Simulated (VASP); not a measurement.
```yaml
crystal:
  lattice:
    - [2.15745, -3.73680, 0.00000]
    - [2.15745, 3.73680, 0.00000]
    - [0.00000, 0.00000, 5.98609]
  atoms:
    - { symbol: Te, position: [0.00000, 0.28208, 0.66667] }
    - { symbol: Te, position: [0.71792, 0.71792, 0.00000] }
    - { symbol: Te, position: [0.28208, 0.00000, 0.33333] }
```

These are PBE GGA with D4 dispersion, VASP's PBE PAW potentials (set 64) (plane waves; VASP) values and carry that method's errors. Settings: 520 eV cut-off, Gaussian smearing of 0.050 eV, potentials Te.

### Question
Give the energies of bands 4 to 12 at the high-symmetry points, in eV from the Fermi level.

### Answer

| band | Γ | M | K | A | L | H |
|---|---|---|---|---|---|---|
| 4 | -2.92 | -5.09 | -4.60 | -4.13 | -6.04 | -5.41 |
| 5 | -2.58 | -4.63 | -4.60 | -2.62 | -3.67 | -5.36 |
| 6 | -2.58 | -3.96 | -3.39 | -2.62 | -3.66 | -5.36 |
| 7 | -1.73 | -3.82 | -3.39 | -1.27 | -2.71 | -0.93 |
| 8 | -1.73 | -0.86 | -3.23 | -0.84 | -2.44 | 0.00 |
| 9 | -1.06 | -0.72 | -3.19 | -0.84 | -0.34 | 0.00 |
| 10 | 1.00 | 0.63 | 3.02 | 0.31 | 0.38 | 0.00 |
| 11 | 1.00 | 0.63 | 3.02 | 0.42 | 1.99 | 0.98 |
| 12 | 1.73 | 2.56 | 3.23 | 0.42 | 2.66 | 0.98 |

It has no gap at this level: it comes out as a metal or semimetal.

The compound is Te in the trig structure. It was relaxed first, which changed the volume by -6 %.
